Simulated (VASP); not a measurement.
# Quasiparticle energies of CdSe in VASP, part 2 of 4

Wanted: how far GW moves the Kohn-Sham levels of CdSe. The cell is of the zinc-blende type, one of the forms listed for this formula, which need not be the common one. The start joins lattice constants measured in a paper with the fractional positions of a database entry.

VASP 6.6.1, plane waves and PAW; the level of theory is named at each step.

So far. Step 2 (Relaxation): The forces stay under 1e-4 eV/Å. Step 3 (Ground state): The cell has a gap of 0.626 eV on mesh and path and a pressure of +3.5 GPa, which holds the misfit of the given cell and coordinates with this functional, and any error of cutoff, mesh and data sets. Spin-orbit coupling is left out, which can shift or reorder these edges.

## 4. Empty bands

Level of this step: PBE; plane waves and PAW (Cd_GW, Se_GW) (VASP).

ALGO = Exact makes the empty bands from the converged ground state in one step. LOPTICS writes the k-derivatives of the orbitals (WAVEDER), which give the long-wavelength limit of the screening.

INCAR

```
SYSTEM = CdSe
PREC = Accurate
ENCUT = 330
ISMEAR = 0
SIGMA = 0.01
LREAL = .FALSE.
GGA = PE
NBANDS = 128
ALGO = Exact
NELM = 1
LWAVE = .TRUE.
LCHARG = .FALSE.
LOPTICS = .TRUE.
NEDOS = 1000
CSHIFT = 0.1
```

POSCAR

```
CdSe
1.0
    0.0000000000      3.0250000000      3.0250000000
    3.0250000000      0.0000000000      3.0250000000
    3.0250000000      3.0250000000      0.0000000000
Cd Se
1 1
Direct
    0.0000000000      0.0000000000      0.0000000000
    0.7500000000      0.7500000000      0.7500000000
```

KPOINTS

```
Automatic mesh
0
Gamma
6 6 6
0 0 0
```

PAW data sets: Cd_GW and Se_GW (PBE family, release 64).

Launch:

```
$ mpirun -np 8 vasp_std
```

Log:

```text
[banner, memory and clock lines left out]
running    8 mpi-ranks, on    1 nodes
 distrk:  each k-point on    8 cores,    1 groups
 distr:  one band on    1 cores,    8 groups

 POSCAR found type information on POSCAR CdSe
 POSCAR found :  2 types and       2 ions
 [... a notice as in an earlier step ...]

 LDA part: xc-table for (Slater+PW92), standard interpolation
 found WAVECAR, reading the header
  number of bands has changed, file:    15 present:   128
  trying to continue reading WAVECAR, but it might fail
 POSCAR, INCAR and KPOINTS ok, starting setup
 FFT: planning ... GRIDC
 FFT: planning ... GRID_SOFT
 FFT: planning ... GRID
 reading WAVECAR
 random initialization beyond band           15
 the WAVECAR file was read successfully
 initial charge from wavefunction
 entering main loop
       N       E                     dE             d eps       ncg     rms          rms(c)
DIA:   1    -0.547661992075E+01   -0.54766E+01    0.00000E+00     0   0.000E+00
   1 F= -.54766199E+01 E0= -.54766199E+01  d E =-.212790E-85
 writing wavefunctions
 optical routines
 imaginary and real dielectric function
 recalculating local potential from charge density
 direction            1
 direction            2
 direction            3
```

Elapsed: 5.4 s, on 8 MPI ranks of Intel Xeon 6975P-C (Granite Rapids), shared host; peak memory 1.1 GiB; 27 s of CPU time.

Parts of OUTCAR (step 4):

```text
The static configuration has the point symmetry T_d .

 Found     16 irreducible k-points:

   k-points           NKPTS =     16   k-points in BZ     NKDIM =     16   number of bands    NBANDS=    128

   NELECT =      18.0000    total number of electrons

 E-fermi :   2.4013

 k-point     2 :       0.1667    0.0000    0.0000
  band No.  band energies     occupation
    ...
      5      -5.3271      2.00000
      6      -5.3271      2.00000
      7       0.5396      2.00000
      8       2.0476      2.00000
      9       2.0476      2.00000
     10       4.1997      0.00000
     11       7.9680      0.00000
     12       8.5249      0.00000
     13       8.5249      0.00000
     14      12.4066      0.00000
    ...

 k-point     3 :       0.3333    0.0000    0.0000
  band No.  band energies     occupation
    ...
      5      -5.3156      2.00000
      6      -5.3156      2.00000
      7      -1.3184      2.00000
      8       1.6651      2.00000
      9       1.6651      2.00000
     10       4.6872      0.00000
     11       8.7744      0.00000
     12       8.7744      0.00000
     13       8.8560      0.00000
     14      12.1160      0.00000
    ...

  Total        1.1966302      1.1966302      1.1966302      0.0000000     -0.0000000      0.0000000
  in kB       34.6309497     34.6309497     34.6309497      0.0000000     -0.0000000      0.0000000
  external PRESSURE =      34.6309497 kB  Pullay stress =       0.0000000 kB

 POSITION                                       TOTAL-FORCE (eV/Angst)
 -----------------------------------------------------------------------------------
      0.00000      0.00000      0.00000        -0.000000     -0.000000     -0.000000
      4.53750      4.53750      4.53750         0.000000      0.000000      0.000000
 -----------------------------------------------------------------------------------
    total drift:                               -0.000001     -0.000001     -0.000001

  FREE ENERGIE OF THE ION-ELECTRON SYSTEM (eV)
  ---------------------------------------------------
  free  energy   TOTEN  =        -5.4766199207 eV

  energy  without entropy=       -5.4766199207  energy(sigma->0) =       -5.47661992

 plasma frequency squared (from intraband transitions) (eV^2)
  --------------------------------------------------------------------------------------
       0.000       0.000       0.000
       0.000       0.000       0.000
       0.000       0.000       0.000

[... 12 parts as in an earlier step ...]
```

The gap is read on the k-mesh alone, so it is an upper bound where the band edges lie off the mesh, and a coarse mesh can show a gap where there is none.

This step gave:

```yaml
gap_on_the_k_mesh: 0.6258 eV
least_direct_gap_on_the_k_mesh: 0.6258 eV
```

WAVECAR now holds 128 bands for 18 electrons. Its independent-particle dielectric tensor has xx, yy, zz = 16.6, 16.6, 16.6 on this mesh. It isn't tested for convergence in mesh or bands and lacks local fields, and at a small direct gap a coarse mesh makes it too large, which overscreens the GW step.

## 5. G0W0, ENCUTGW 100, bands in the sums 128

This step: G0W0 on PBE; plane waves and PAW (Cd_GW, Se_GW) (VASP 6.6.1).

One pass of GW corrects the levels to first order, with G and W from the starting orbitals.

INCAR

```
SYSTEM = CdSe
PREC = Accurate
ENCUT = 330
ISMEAR = 0
SIGMA = 0.01
LREAL = .FALSE.
GGA = PE
NBANDS = 128
ALGO = EVGW0
NELMGW = 1
ENCUTGW = 100
NOMEGA = 48
PRECFOCK = Fast
NBANDSGW = 24
LWAVE = .FALSE.
LCHARG = .FALSE.
```

POSCAR is that of step 4.

KPOINTS is that of step 4.

Launch:

```
$ mpirun -np 8 vasp_std
```

Log:

```text
[banner, memory and clock lines left out]
running    8 mpi-ranks, on    1 nodes
 distrk:  each k-point on    8 cores,    1 groups
 distr:  one band on    1 cores,    8 groups

 POSCAR found type information on POSCAR CdSe
 POSCAR found :  2 types and       2 ions
 [... a notice as in an earlier step ...]

|                                                                             |
|           W    W    AA    RRRRR   N    N  II  N    N   GGGG   !!!           |
|           W    W   A  A   R    R  NN   N  II  NN   N  G    G  !!!           |
|           W    W  A    A  R    R  N N  N  II  N N  N  G       !!!           |
|           W WW W  AAAAAA  RRRRR   N  N N  II  N  N N  G  GGG   !            |
|           WW  WW  A    A  R   R   N   NN  II  N   NN  G    G                |
|           W    W  A    A  R    R  N    N  II  N    N   GGGG   !!!           |
|                                                                             |
|     The default for ENCUTGWSOFT is different in this version of VASP.       |
|     please manually set ENCUTGWSOFT =100 in the INCAR file.                 |
|                                                                             |

 LDA part: xc-table for (Slater+PW92), standard interpolation
 found WAVECAR, reading the header
 POSCAR, INCAR and KPOINTS ok, starting setup
 FFT: planning ... GRIDC
 FFT: planning ... GRID_SOFT
 FFT: planning ... GRID
 reading WAVECAR
 the WAVECAR file was read successfully
 initial charge from wavefunction
 available memory per node:     80.98 GB, setting MAXMEM to     82920

 The Fermi energy was updated, please check that it is located mid-gap
 values below the HOMO (VB) or above the LUMO (CB) will cause erroneous energies
 E-fermi :   2.5772

 calculate exact exchange contribution
 the WAVEDER file was read successfully
energies w=
    0.000    0.000    0.270    0.000    0.539    0.000    0.806    0.000
    1.070    0.000    1.330    0.000    1.585    0.000    1.836    0.000
    2.082    0.000    2.324    0.000    2.561    0.000    2.794    0.000
    3.024    0.000    3.252    0.000    3.477    0.000    3.701    0.000
    3.926    0.000    4.151    0.000    4.378    0.000    4.607    0.000
    4.841    0.000    5.080    0.000    5.326    0.000    5.582    0.000
    5.847    0.000    6.125    0.000    6.419    0.000    6.731    0.000
    7.065    0.000    7.425    0.000    7.816    0.000    8.246    0.000
    8.722    0.000    9.255    0.000    9.858    0.000   10.549    0.000
   11.352    0.000   12.300    0.000   13.439    0.000   14.835    0.000
   16.591    0.000   18.866    0.000   21.933    0.000   26.283    0.000
   32.925    0.000   44.275    0.000   67.976    0.000  147.597    0.000
 responsefunction array rank=     144
 LDA part: xc-table for (Slater+PW92), standard interpolation

 min. memory requirement per mpi rank    225.2 MB, per node   1801.8 MB

 allocating   6 responsefunctions rank=   144
 shmem allocating  48 responsefunctions rank=   144
 response function shared by NCSHMEM nodes    1
 Doing            6  frequencies on each core in blocks of           48
NQ=   1    0.0000    0.0000    0.0000,
|.........|.........|.........|.........|.........|.........|.........|.........
 performed        560000 updates of chi_q(r,r)
 total number of BLAS operations         84.23 Gflops
NQ=   2    0.1667    0.0000    0.0000,
|.........|.........|.........|.........|.........|.........|.........|.........
 performed       1538000 updates of chi_q(r,r)
 total number of BLAS operations        214.53 Gflops
NQ=   3    0.3333    0.0000    0.0000,
|.........|.........|.........|.........|.........|.........|.........|.........
 performed       2516000 updates of chi_q(r,r)
 total number of BLAS operations        363.65 Gflops
NQ=   4    0.5000    0.0000    0.0000,
|.........|.........|.........|.........|.........|.........|.........|.........
 performed       3347000 updates of chi_q(r,r)
 total number of BLAS operations        459.42 Gflops
NQ=   5    0.1667    0.1667    0.0000,
|.........|.........|.........|.........|.........|.........|.........|.........
 performed       4325000 updates of chi_q(r,r)
 total number of BLAS operations        589.72 Gflops
NQ=   6    0.3333    0.1667    0.0000,
|.........|.........|.........|.........|.........|.........|.........|.........
 performed       5832000 updates of chi_q(r,r)
 total number of BLAS operations        806.22 Gflops
NQ=   7    0.5000    0.1667    0.0000,
|.........|.........|.........|.........|.........|.........|.........|.........
 performed       7339000 updates of chi_q(r,r)
 total number of BLAS operations        988.63 Gflops
NQ=   8   -0.3333    0.1667    0.0000,
|.........|.........|.........|.........|.........|.........|.........|.........
 performed       8846000 updates of chi_q(r,r)
 total number of BLAS operations       1186.18 Gflops
NQ=   9   -0.1667    0.1667    0.0000,
|.........|.........|.........|.........|.........|.........|.........|.........
 performed      10156000 updates of chi_q(r,r)
 total number of BLAS operations       1371.64 Gflops
NQ=  10    0.3333    0.3333    0.0000,
|.........|.........|.........|.........|.........|.........|.........|.........
 performed      11134000 updates of chi_q(r,r)
 total number of BLAS operations       1501.94 Gflops
NQ=  11    0.5000    0.3333    0.0000,
|.........|.........|.........|.........|.........|.........|.........|.........
 performed      12641000 updates of chi_q(r,r)
 total number of BLAS operations       1687.33 Gflops
NQ=  12   -0.3333    0.3333    0.0000,
|.........|.........|.........|.........|.........|.........|.........|.........
 performed      13951000 updates of chi_q(r,r)
 total number of BLAS operations       1843.38 Gflops
NQ=  13    0.5000    0.5000    0.0000,
|.........|.........|.........|.........|.........|.........|.........|.........
 performed      14696000 updates of chi_q(r,r)
 total number of BLAS operations       1923.61 Gflops
NQ=  14    0.5000    0.3333    0.1667,
|.........|.........|.........|.........|.........|.........|.........|.........
 performed      16387000 updates of chi_q(r,r)
 total number of BLAS operations       2131.67 Gflops
NQ=  15   -0.3333    0.3333    0.1667,
|.........|.........|.........|.........|.........|.........|.........|.........
 performed      17980000 updates of chi_q(r,r)
 total number of BLAS operations       2321.37 Gflops
NQ=  16   -0.3333    0.5000    0.1667,
|.........|.........|.........|.........|.........|.........|.........|.........
 performed      19296000 updates of chi_q(r,r)
 total number of BLAS operations       2483.34 Gflops
 resolving degeneracies of screened two electron integrals

 calculate QP shifts <psi_nk| G(iteration)W_0 |psi_nk>: iteration 1
 entering main loop
```

Wall time 2.1 min (8 MPI ranks); peak memory 2.1 GiB; 13 min of CPU time.

OUTCAR, selected parts (step 5):

```text
   k-points           NKPTS =     16   k-points in BZ     NKDIM =    216   number of bands    NBANDS=    128

   NELECT =      18.0000    total number of electrons

 E-fermi :   2.5772

 QP shifts <psi_nk| G(iteration)W_0 |psi_nk>: iteration 1
 for sc-GW calculations column KS-energies equals QP-energies in previous step
 and V_xc(KS)=  KS-energies - (<T + V_ion + V_H > + <T+V_H+V_ion>^1  + <V_x>^1)
 k-point   1 :       0.0000    0.0000    0.0000
  band No.  KS-energies  QP-energies   sigma(KS)   V_xc(KS)     V^pw_x(r,r')   Z            occupation Imag(sigma)
    ...
      6      -5.3259      -7.2579     -18.2652     -15.5007     -23.2172       0.6988       2.0000       0.3153
      7       2.2643       1.6699     -13.5426     -12.7412     -15.1870       0.7417       2.0000       0.1350
      8       2.2643       1.6699     -13.5426     -12.7412     -15.1870       0.7417       2.0000       0.1350
      9       2.2643       1.6699     -13.5426     -12.7412     -15.1870       0.7417       2.0000       0.1350
     10       2.8901       3.0167      -9.5127      -9.6754      -6.1729       0.7785       0.0000      -0.0284
     11       8.1953       8.4187      -9.0016      -9.2941      -4.7575       0.7639       0.0000      -0.0566
     12       8.1953       8.4187      -9.0016      -9.2941      -4.7575       0.7639       0.0000      -0.0566
     13       8.1953       8.4187      -9.0016      -9.2941      -4.7575       0.7639       0.0000      -0.0566
    ...

 k-point   2 :       0.1667    0.0000    0.0000
  band No.  KS-energies  QP-energies   sigma(KS)   V_xc(KS)     V^pw_x(r,r')   Z            occupation Imag(sigma)
    ...
      6      -5.3271      -7.2566     -18.2600     -15.4964     -23.2141       0.6981       2.0000       0.3159
      7       0.5396      -0.1213     -12.4712     -11.5679     -14.1377       0.7316       2.0000       0.1384
      8       2.0476       1.4324     -13.3948     -12.5634     -15.0914       0.7400       2.0000       0.1346
      9       2.0476       1.4324     -13.3948     -12.5634     -15.0914       0.7400       2.0000       0.1346
     10       4.1997       4.3632     -10.1191     -10.3308      -6.8132       0.7726       0.0000      -0.0240
     11       7.9680       8.1527      -9.0316      -9.2742      -4.8227       0.7611       0.0000      -0.0600
     12       8.5249       8.7628      -9.0853      -9.3996      -4.7585       0.7571       0.0000      -0.0626
     13       8.5249       8.7628      -9.0853      -9.3996      -4.7585       0.7571       0.0000      -0.0626
    ...

[... 7 parts as in an earlier step ...]

[... 8 further parts left out ...]
```

This step gave:

- quasiparticle gap on the mesh: 1.347 eV
- smallest direct quasiparticle gap on the mesh: 1.347 eV
- gap of the starting orbitals on the mesh: 0.6258 eV

GW takes the gap from 0.626 to 1.347 eV. Spin-orbit coupling is left out. The value holds for 128 bands, ENCUTGW = 100 eV and this mesh, and isn't shown to be converged in them.

## 6. Empty bands

This step: PBE; plane waves and PAW (Cd_GW, Se_GW) (VASP 6.6.1).

The empty bands are made again, for the run that follows.

INCAR

```
SYSTEM = CdSe
PREC = Accurate
ENCUT = 330
ISMEAR = 0
SIGMA = 0.01
LREAL = .FALSE.
GGA = PE
NBANDS = 216
ALGO = Exact
NELM = 1
LWAVE = .TRUE.
LCHARG = .FALSE.
LOPTICS = .TRUE.
NEDOS = 1000
CSHIFT = 0.1
```

POSCAR is that of step 5.

KPOINTS is that of step 5.

Launch:

```
$ mpirun -np 8 vasp_std
```

Log:

```text
[banner, memory and clock lines left out]
running    8 mpi-ranks, on    1 nodes
[...]
[... a notice as in an earlier step ...]

 LDA part: xc-table for (Slater+PW92), standard interpolation
 found WAVECAR, reading the header
  number of bands has changed, file:    15 present:   216
  trying to continue reading WAVECAR, but it might fail
 POSCAR, INCAR and KPOINTS ok, starting setup
[...]
reading WAVECAR
 random initialization beyond band           15
 the WAVECAR file was read successfully
 initial charge from wavefunction
 entering main loop
       N       E                     dE             d eps       ncg     rms          rms(c)
DIA:   1    -0.547661992081E+01   -0.54766E+01    0.00000E+00     0   0.000E+00
   1 F= -.54766199E+01 E0= -.54766199E+01  d E =-.151515E-28
 writing wavefunctions
 optical routines
 imaginary and real dielectric function
 recalculating local potential from charge density
 direction            1
 direction            2
 direction            3
```

Wall time 5.4 s (8 MPI ranks); peak memory 1.2 GiB.

From OUTCAR (step 6):

```text
  Total        1.1966302      1.1966302      1.1966302     -0.0000000      0.0000000     -0.0000000
  in kB       34.6309497     34.6309497     34.6309497     -0.0000000      0.0000000     -0.0000000
  external PRESSURE =      34.6309497 kB  Pullay stress =       0.0000000 kB

 POSITION                                       TOTAL-FORCE (eV/Angst)
 -----------------------------------------------------------------------------------
      0.00000      0.00000      0.00000         0.000000     -0.000000     -0.000000
      4.53750      4.53750      4.53750        -0.000000      0.000000      0.000000
 -----------------------------------------------------------------------------------
    total drift:                               -0.000001     -0.000001     -0.000001

  FREE ENERGIE OF THE ION-ELECTRON SYSTEM (eV)
  ---------------------------------------------------
  free  energy   TOTEN  =        -5.4766199208 eV

  energy  without entropy=       -5.4766199208  energy(sigma->0) =       -5.47661992

[... 1 part as in an earlier step ...]

[... 2 further parts left out ...]
[key lines of the parts left out:]
E-fermi :   2.3397
```

WAVECAR now holds 216 bands for 18 electrons.

[end of part 2 of 4]

[Lines on the potential files, build, host, timing and source positions are cut from VASP's logs without a mark.]

[Logs are printed without paths, hosts, clocks, repeated set-up lines and the standing remarks that a program may print on its own settings, such as how far it seeks lower states.]

[Hosts, paths, dates, database ids (printed as entryN), source tags and the programs' standing remarks are cut or masked in the printed files.]

[Pressures printed for these runs are not shown converged in the cutoff: they can be off by several GPa and have the wrong sign.]

[In band tables of VASP the shares of atoms and orbitals are scaled to a sum of 1 inside the atoms' spheres.]
